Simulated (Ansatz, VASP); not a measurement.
# Si3N4: VASP beside Ansatz, part 2 of 2

Aim: how closely do two programs agree when they are given the same cell, functional and k mesh? The cell is taken from a series of runs on this material, whose earlier steps may have relaxed, scaled, displaced or heated it; both programs get it as it stands.

VASP 6.6.1 and Ansatz 0.2.0.

So far: Starting point; VASP: relaxation of cell and atoms, LDA.

### Step 3. Ansatz: relaxation of cell and atoms, LDA

Level of this step: Ansatz beside VASP: Kohn-Sham DFT, plane waves, LDA (Ansatz).

Ansatz runs on its PAW soft_1 files.

The same cell, functional (in two slightly different forms) and mesh now go to Ansatz, which takes its cutoff from its data sets.

input.yaml

```yaml
crystal:
  lattice:
    - [7.5735552015, 0.0, 0.0]
    - [-3.7867776008, 6.5588912015, 0.0]
    - [0.0, 0.0, 2.8914314448]
  atoms:
    - { symbol: Si, position: [0.7674455065, 0.1738201417, 0.25] }
    - { symbol: Si, position: [0.5936253648, 0.7674455065, 0.75] }
    - { symbol: Si, position: [0.8261798583, 0.5936253648, 0.25] }
    - { symbol: Si, position: [0.2325544935, 0.8261798583, 0.75] }
    - { symbol: Si, position: [0.4063746352, 0.2325544935, 0.25] }
    - { symbol: Si, position: [0.1738201417, 0.4063746352, 0.75] }
    - { symbol: "N", position: [0.0294993638, 0.330134159, 0.25] }
    - { symbol: "N", position: [0.6993652048, 0.0294993638, 0.75] }
    - { symbol: "N", position: [0.669865841, 0.6993652048, 0.25] }
    - { symbol: "N", position: [0.9705006362, 0.669865841, 0.75] }
    - { symbol: "N", position: [0.3006347952, 0.9705006362, 0.25] }
    - { symbol: "N", position: [0.330134159, 0.3006347952, 0.75] }
    - { symbol: "N", position: [0.6666666667, 0.3333333333, 0.25] }
    - { symbol: "N", position: [0.3333333333, 0.6666666667, 0.75] }
kpoints:
  mp_grid: { grid: [3, 3, 8] }
hamiltonian:
  xc: lda
  pseudopotentials: { kind: paw, azcp: { folder: soft_1 }, xc_functional: pbe }
scf:
  occupations: { method: fixed }
output:
  forces: true
  stress: true
  eigenvalues: true
relax:
  adjacent_minimum: "off"
  f_tol: 0.001
  max_steps: 60
  cell: { stress_tol: 0.01 }
```

Command:

```sh
$ ansatz run input.yaml --threads 4 --pin off --max-ram 8192MiB --backend cpu --events-out ev --progress --plain --runs-dir out
```

Numbers of over 12 decimals in the logs are rounded to 6 here.

What it wrote:

```text
Engine: ansatz 0.2.0, x86_64-unknown-linux-gnu
Pseudopotentials: kind: paw
Pseudopotential: Si, paw, valence charge 4, recommended cutoff 420 eV (normal), soft_1/Si.paw.azcp
Pseudopotential: N, paw, valence charge 5, recommended cutoff 420 eV (normal), soft_1/N.paw.azcp
Functional definition: SPW92
  exchange = slater_x
  correlation = pw_c
Crystal: 14 atoms, lattice volume = 143.629 Å³
Basis set: ecut = 420 eV, 2805 PW (Γ)
Bands: 46, of which v1, the nominal top of the filled ones, is band 32 counted from 1 (31 counted from 0)
Symmetry: 12 space group operations
Space group: P63/m (ITA 176), of the structure as read, at distance tolerance 5.2e-5 Å
k-points: 15 of 72
Non-local potential: Si, projectors of the file, l = 0: 2, l = 1: 2, l = 2: 1
Non-local potential: N, projectors of the file, l = 0: 2, l = 1: 2, l = 2: 1
PAW form: soft (Blöchl's): semilocal exchange-correlation on the pseudo side does not see the compensation charge
PAW frozen core: Si, regenerated for the run's functional, and the local potential with it (the file was generated under x = pbe(κ = 0.804, μ = 0.219515), c = pbe(β = 0.066725))
PAW frozen core: N, regenerated for the run's functional, and the local potential with it (the file was generated under x = pbe(κ = 0.804, μ = 0.219515), c = pbe(β = 0.066725))
PAW one-centre angular grid: Si, 110 points (default); XC on 64 Gauss nodes
PAW one-centre angular grid: N, 110 points (default); XC on 64 Gauss nodes
Initial density: superposition of atomic densities (chi_scale 0.1, normalization cell, long waves kept (reshape's long-wave potential 0.02 eV rms))
Initial wavefunctions: pseudopotential atomic-orbital guess
Functional: x = slater, c = lda
SCF iter   1: F=—  HF=-6672.481956 eV  |F-HF|=—  |Δ(HF+E_count)|=         —  Δρ=1.55e-1  dr2=3.57e1  ethr=3.10e-3  ⟨swp⟩=5.0  Hψ=2725  notcnv=0  defer=160
preconditioner: auto → Resta (q_TF=auto, 2.384 Å⁻¹)  ε∞=3.5  [insulator: Δε(μ)=6.247 eV  Ē_g=15.577 eV  n_scr=32 (ndim 8)  ℏωp=24.8 eV  f_vac=0.008  ε∞_Penn≈3.5]
SCF iter   2: F=—  HF=-6661.326712 eV  |F-HF|=—  |Δ(HF+E_count)|=    1.12e1  Δρ=4.89e-2  dr2=1.94e0  ethr=3.10e-3  ⟨swp⟩=3.5  Hψ=1818  notcnv=0  defer=156
SCF iter   3: F=—  HF=-6660.847957 eV  |F-HF|=—  |Δ(HF+E_count)|=   4.79e-1  Δρ=2.39e-2  dr2=4.66e-1  ethr=3.03e-3  ⟨swp⟩=1.0  Hψ=690  notcnv=0  defer=141
SCF iter   4: F=—  HF=-6660.719509 eV  |F-HF|=—  |Δ(HF+E_count)|=   1.28e-1  Δρ=1.95e-3  dr2=5.96e-3  ethr=7.27e-4  ⟨swp⟩=3.0  Hψ=1058  notcnv=0  defer=175
SCF iter   5: F=—  HF=-6660.720346 eV  |F-HF|=—  |Δ(HF+E_count)|=   8.37e-4  Δρ=1.19e-3  dr2=2.05e-3  ethr=9.31e-6  ⟨swp⟩=2.3  Hψ=1066  notcnv=0  defer=177
SCF iter   6: F=—  HF=-6660.719974 eV  |F-HF|=—  |Δ(HF+E_count)|=   3.72e-4  Δρ=3.39e-4  dr2=1.60e-4  ethr=3.21e-6  ⟨swp⟩=2.0  Hψ=1031  notcnv=0  defer=175
[...]
SCF converged after 6 iterations
Free energy (F): -6660.719975 eV
Harris-Foulkes:  -6660.719975 eV  (|F-HF|=1.82e-12)
Internal energy: -6660.719975 eV  (E = F + TS)
E sigma→0 (E₀):  -6660.719975 eV
Fermi energy:    8.158057 eV
--- Per-component energies (eV) ---
  E_band       = 55.399582
  E_kinetic    = 1335.226420
  E_local      = -2029.186611  (includes V_loc(G=0)·N_el)
  E_nonlocal   = 423.930140
  E_hartree    = 710.416180
  E_xc         = -820.650927
  E_vxc        = -906.503007  (∫ρ·V_xc dr)
  E_paw        = -3866.913486  (= ΣΔE_a)
  E_vpaw       = -188.906806  (= ΣTr[D̂ρ^β])
  E_aug_tail   = 0.007058  (compensation charges beyond the density's cutoff)
  E_ewald      = -2414.695085
  E_core_change = 1.146337  (= ΣΔE_core)
  E_smearing   = -0.000000  (= −TS)
  E_closure    = -0.000000  (closes the sum)
  Σ components = -6660.719975   (vs F -6660.719975, Δ=0.00e0)
--- Forces (eV/Å), atoms counted from 1 ---
  atom   1  Si    -0.00013402     0.00006370    -0.00000000
  atom   2  Si    -0.00012217    -0.00008422     0.00000000
  atom   3  Si     0.00001185    -0.00014792     0.00000000
  atom   4  Si     0.00013402    -0.00006370     0.00000000
  atom   5  Si     0.00012217     0.00008422     0.00000000
  atom   6  Si    -0.00001185     0.00014792    -0.00000000
  atom   7  N      0.00006728    -0.00004963     0.00000000
  atom   8  N      0.00007662     0.00003345     0.00000000
  atom   9  N      0.00000934     0.00008309     0.00000000
  atom  10  N     -0.00006728     0.00004963     0.00000000
  atom  11  N     -0.00007662    -0.00003345    -0.00000000
  atom  12  N     -0.00000934    -0.00008309     0.00000000
  atom  13  N     -0.00000000    -0.00000000    -0.00000000
  atom  14  N      0.00000000     0.00000000     0.00000000
  max |Σ_I F_I| component: 2.33e-18 eV/Å
--- Stress (GPa, compression-positive) ---
       -0.000712       0.000000       0.000000
       -0.000000      -0.000712       0.000000
        0.000000       0.000000      -0.000727
  P = ⅓ Tr σ = -0.0007 GPa (-0.007 kbar)
--- Band table (eV; the first three rows and the last of 15) ---
  k-point 0: bands = [... 28 lower, 6.8410, 7.6872, 7.7848, 7.9663, 12.3974, 12.8505, 13.0302, 13.0302, ... 10 higher]
  k-point 1: bands = [... 28 lower, 6.8745, 7.0633, 7.2326, 8.1581, 13.4032, 13.5391, 13.8771, 13.8771, ... 10 higher]
  k-point 2: bands = [... 28 lower, 6.5274, 6.8094, 6.8094, 8.0956, 13.7734, 13.7734, 14.4952, 14.8049, ... 10 higher]
  k-point 14: bands = [... 28 lower, 6.7304, 6.7304, 7.0149, 7.0149, 13.1054, 13.1054, 13.8541, 13.8541, ... 10 higher]
--- Relaxed structure (1 steps of the walk, 1 accepted, 1 SCFs on fresh bases) ---
  F+E_penalty+E_count = -6660.71997455 eV   max|allowed force component| = 1.479e-4 eV/Å   (the final SCF, on the basis selected at the relaxed cell)
  cell:  # Å, volume = 143.6293 Å³
    - [7.573555, 2.886742850007443e-11, 0.0]
    - [-3.786778, 6.558891, 0.0]
    - [0.0, 0.0, 2.8914314448]
  atoms:
    - { symbol: Si, position: [0.7674455065, 0.173820, 0.25] }
    - { symbol: Si, position: [0.5936253648, 0.7674455065, 0.75] }
    - { symbol: Si, position: [0.8261798583, 0.593625, 0.25] }
    - { symbol: Si, position: [0.232554, 0.826180, 0.75] }
    - { symbol: Si, position: [0.406375, 0.2325544935, 0.25] }
    - { symbol: Si, position: [0.1738201417, 0.406375, 0.75] }
    - { symbol: N, position: [0.029499, 0.330134159, 0.25] }
    - { symbol: N, position: [0.6993652048, 0.029499, 0.75] }
    - { symbol: N, position: [0.669865841, 0.699365, 0.25] }
    - { symbol: N, position: [0.9705006362, 0.669866, 0.75] }
    - { symbol: N, position: [0.3006347952, 0.970501, 0.25] }
    - { symbol: N, position: [0.330134159, 0.3006347952, 0.75] }
    - { symbol: N, position: [0.666667, 0.333333, 0.25] }
    - { symbol: N, position: [0.333333, 0.666667, 0.75] }
```

The column dr2 measures how far the density is from self-consistency, as an energy; F and HF (Harris–Foulkes) agree once it is small.

### Step 4. Differences

Known differences besides the potentials themselves: the two LDA forms differ slightly; fixed occupations in Ansatz, narrow Gaussian smearing in VASP; the cutoff is 420 eV in Ansatz and 600 eV in VASP; VASP's log shows a relativistic correction to its local exchange, Ansatz's none. Total energies have different zeros and are not compared.

Both answers:

| quantity | Ansatz | VASP | difference |
| --- | --- | --- | --- |
| volume (Å³) | 143.63 | 143.80 | -0.12 % |
| edge a after relaxation, in the typed setting (Å) | 7.574 | 7.577 | -0.04 % |
| edge c after relaxation, in the typed setting (Å) | 2.891 | 2.893 | -0.04 % |

### Step 5. VASP: zone-centre phonons, LDA

Second derivatives magnify differences that forces hide, and they need a tight electronic threshold.

INCAR

```
SYSTEM = Si3N4
PREC = Accurate
ENCUT = 600
EDIFF = 1E-08
NELM = 120
ISMEAR = 0
SIGMA = 0.01
LREAL = .FALSE.
ALGO = Normal
GGA = CA
NBANDS = 46
LORBIT = 11
LWAVE = .FALSE.
LCHARG = .FALSE.
ISIF = 2
IBRION = 8
LASPH = .TRUE.
GGA_COMPAT = .FALSE.
EFERMI = MIDGAP
KPAR = 4
```

POSCAR

```
Si3N4
1.0
    7.5735552015      0.0000000000      0.0000000000
   -3.7867776008      6.5588912015      0.0000000000
    0.0000000000      0.0000000000      2.8914314448
Si N
6 8
Direct
    0.7674455065      0.1738201417      0.2500000000
    0.5936253648      0.7674455065      0.7500000000
    0.8261798583      0.5936253648      0.2500000000
    0.2325544935      0.8261798583      0.7500000000
    0.4063746352      0.2325544935      0.2500000000
    0.1738201417      0.4063746352      0.7500000000
    0.0294993638      0.3301341590      0.2500000000
    0.6993652048      0.0294993638      0.7500000000
    0.6698658410      0.6993652048      0.2500000000
    0.9705006362      0.6698658410      0.7500000000
    0.3006347952      0.9705006362      0.2500000000
    0.3301341590      0.3006347952      0.7500000000
    0.6666666667      0.3333333333      0.2500000000
    0.3333333333      0.6666666667      0.7500000000
```

KPOINTS

```
Automatic mesh
0
Gamma
3 3 8
0 0 0
```

The projector-augmented-wave data sets are Si and N (LDA family, release 64).

Command:

```sh
$ mpirun -np 4 vasp_std
```

What it wrote:

```text
[... set-up lines as in an earlier step ...]
 entering main loop
       N       E                     dE             d eps       ncg     rms          rms(c)
DAV:   1     0.293364498814E+03    0.29336E+03   -0.34677E+04  1380   0.145E+03
DAV:   2    -0.121407998327E+03   -0.41477E+03   -0.39299E+03  1776   0.278E+02
DAV:   3    -0.144612178724E+03   -0.23204E+02   -0.23041E+02  1776   0.680E+01
DAV:   4    -0.144941102856E+03   -0.32892E+00   -0.32767E+00  1760   0.871E+00
[...]
DAV:  14    -0.126543067148E+03   -0.10774E-06   -0.10865E-06  1746   0.493E-03    0.253E-03
DAV:  15    -0.126543067225E+03   -0.76869E-07   -0.53755E-07  1560   0.313E-03    0.201E-03
DAV:  16    -0.126543067225E+03    0.12187E-09   -0.29170E-08  1448   0.903E-04
   1 F= -.12654307E+03 E0= -.12654307E+03  d E =0.000000E+00
 Linear response reoptimize wavefunctions to high precision
DAV:   1    -0.126543067224E+03    0.23192E-09   -0.58260E-09  1128   0.379E-04
DAV:   2    -0.126543067225E+03   -0.93678E-10   -0.80759E-10   942   0.140E-04
 Linear response DOF=           8
 Linear response progress:
[...]
RMM:  13    -0.253718185463E+00   -0.28480E-07   -0.85888E-08  4727   0.231E-04    0.278E-06
RMM:  14    -0.253718178602E+00    0.68609E-08   -0.17537E-07  4802   0.229E-04    0.680E-07
RMM:  15    -0.253718177619E+00    0.98285E-09   -0.53261E-08  4876   0.227E-04    0.636E-07
 first order change of Fermi-energy   0.10417E-05
 force on displaced ion      13 direction 1 : -39.586   0.002   0.000
 Linear response progress:
  Degree of freedom:   8/  8
       N       E                     dE             d eps       ncg     rms          rms(c)
RMM:   1    -0.235896890298E+00   -0.23590E+00    0.63790E-02  3577   0.167E+00
RMM:   2    -0.233386709737E+00    0.25102E-02   -0.70296E-03  3133   0.236E-01    0.173E-01
RMM:   3    -0.234365679388E+00   -0.97897E-03   -0.98431E-04  2911   0.105E-01    0.863E-02
RMM:   4    -0.235999937993E+00   -0.16343E-02   -0.86024E-04  3123   0.943E-02    0.196E-02
[...]
RMM:  10    -0.236056760137E+00   -0.15612E-06   -0.58637E-08  3793   0.245E-04    0.524E-06
RMM:  11    -0.236056749131E+00    0.11005E-07   -0.34632E-08  3859   0.239E-04    0.244E-06
RMM:  12    -0.236056751189E+00   -0.20572E-08    0.36945E-08  3941   0.238E-04    0.574E-07
 first order change of Fermi-energy   0.16514E-03
 force on displaced ion      13 direction 3 :   0.000   0.000  -5.983
 Linear response finished
```

OUTCAR, selected parts (step 5):

```text
  Total        0.2839015      0.2839015      0.2733934     -0.0000000      0.0000000      0.0000000
  in kB        3.1669058      3.1669058      3.0496885     -0.0000000      0.0000000      0.0000000
[...]
free  energy   TOTEN  =      -126.5430672247 eV

[... 1 part as in an earlier step ...]
```

### Step 6. Ansatz: zone-centre phonons, LDA

The same cell, functional (in two slightly different forms) and mesh now go to Ansatz, which takes its cutoff from its data sets.

The cell is taken from a series of runs on this material, whose earlier steps may have relaxed, scaled, displaced or heated it; both programs get it as it stands.

Edit input.yaml of step 3 so:

```diff
@@ -28,9 +28,4 @@
 output:
-  forces: true
-  stress: true
   eigenvalues: true
-relax:
-  adjacent_minimum: "off"
-  f_tol: 0.001
-  max_steps: 60
-  cell: { stress_tol: 0.01 }
+phonons:
+  method: dfpt
```

Command:

```sh
$ ansatz run input.yaml --threads 4 --pin off --max-ram 8192MiB --backend cpu --events-out ev --progress --plain --runs-dir out
```

What it wrote:

```text
zone centre: on kpoints.mp_grid the ground state, and the responses unless they are solved on pairs of k-points, stand on 25 of the mesh's 72 k-points, reduced under 2 symmetry operations, with k and −k counted as one. Each operation leaves every solved displacement unchanged or reverses it
[...]
Crystal: 14 atoms, lattice volume = 143.629 Å³
[...]
Γ frequencies (cm⁻¹): 0.00 0.00 0.00 176.87 176.87 198.05 219.04 219.04 241.28 262.79 296.82 296.82 357.51 396.05 416.70 416.70 438.21 438.21 451.56 548.50 558.75 558.75 612.29 612.29 649.54 723.46 856.99 866.79 866.79 870.78 870.78 884.79 895.29 895.29 927.51 927.51 938.09 1027.33 1027.33 1038.88 1038.88 1058.11
  non-analytic LO–TO correction: not included (Born effective charges unavailable; polar crystals: no LO–TO splitting at Γ)
[key lines of the parts left out:]
SCF converged after 10 iterations
Free energy (F): -6660.719979 eV
Fermi energy:    8.158057 eV
```

### Step 7. Differences

Compared:

| quantity | Ansatz | VASP | difference |
| --- | --- | --- | --- |
| optical mode 1 to 2 (cm⁻¹) | 176.9 | 176.6 | +0.18 % |
| optical mode 3 (cm⁻¹) | 198.1 | 198.2 | -0.06 % |
| optical mode 4 to 5 (cm⁻¹) | 219.0 | 219.3 | -0.12 % |
| optical mode 6 (cm⁻¹) | 241.3 | 241.8 | -0.22 % |
| optical mode 7 (cm⁻¹) | 262.8 | 263.1 | -0.12 % |
| optical mode 8 to 9 (cm⁻¹) | 296.8 | 297.2 | -0.11 % |
| optical mode 10 (cm⁻¹) | 357.5 | 358.2 | -0.18 % |
| optical mode 11 (cm⁻¹) | 396.1 | 396.9 | -0.21 % |
| optical mode 12 to 13 (cm⁻¹) | 416.7 | 418.0 | -0.32 % |
| optical mode 14 to 15 (cm⁻¹) | 438.2 | 439.3 | -0.25 % |
| optical mode 16 (cm⁻¹) | 451.6 | 453.2 | -0.36 % |
| optical mode 17 (cm⁻¹) | 548.5 | 549.4 | -0.17 % |
| optical mode 18 to 19 (cm⁻¹) | 558.8 | 559.8 | -0.18 % |
| optical mode 20 to 21 (cm⁻¹) | 612.3 | 613.5 | -0.20 % |
| optical mode 22 (cm⁻¹) | 649.5 | 650.2 | -0.10 % |
| optical mode 23 (cm⁻¹) | 723.5 | 724.3 | -0.11 % |
| optical mode 24 (cm⁻¹) | 857.0 | 860.2 | -0.37 % |
| optical mode 25 to 26 (cm⁻¹) | 866.8 | 870.0 | -0.37 % |
| optical mode 27 to 28 (cm⁻¹) | 870.8 | 874.3 | -0.40 % |
| optical mode 29 (cm⁻¹) | 884.8 | 889.3 | -0.51 % |
| optical mode 30 to 31 (cm⁻¹) | 895.3 | 898.7 | -0.38 % |
| optical mode 32 to 33 (cm⁻¹) | 927.5 | 931.4 | -0.42 % |
| optical mode 34 (cm⁻¹) | 938.1 | 941.1 | -0.32 % |
| optical mode 35 to 36 (cm⁻¹) | 1027.3 | 1028.0 | -0.07 % |
| optical mode 37 to 38 (cm⁻¹) | 1038.9 | 1039.1 | -0.02 % |
| optical mode 39 (cm⁻¹) | 1058.1 | 1058.5 | -0.03 % |

Modes are paired by rising frequency, not by their patterns, so a pair may set unlike modes beside each other; they are those without the splitting of longitudinal modes.

### Step 8. Summary of results

```
difference in volume (relaxation of cell and atoms, LDA)                                                          : -0.12 %
r.m.s. difference of the optical zone-centre modes, each program's sorted by frequency (zone-centre phonons, LDA) : 2.0 cm⁻¹
difference in optical mode 29 (zone-centre phonons, LDA)                                                          : -0.5 %
```

The difference in volume is -0.12 % (relaxation of cell and atoms, LDA), within the 1.2 % picked in this series as the mark of a large difference, as far as the stopping tolerances let one tell. Among the rows given in per cent, the largest difference of the zone-centre phonons, LDA pair is in optical mode 29, -0.5 %. Such differences can come from data sets, numerical settings and the points named under the comparisons, not from the functional's error against experiment.

[Lines on the potential files, build, host, timing and source positions are cut from VASP's logs without a mark.]

[Logs are printed without paths, hosts, clocks, repeated set-up lines and the standing remarks that a program may print on its own settings, such as how far it seeks lower states.]

[Hosts, paths, dates, database ids (printed as entryN), source tags and the programs' standing remarks are cut or masked in the printed files.]
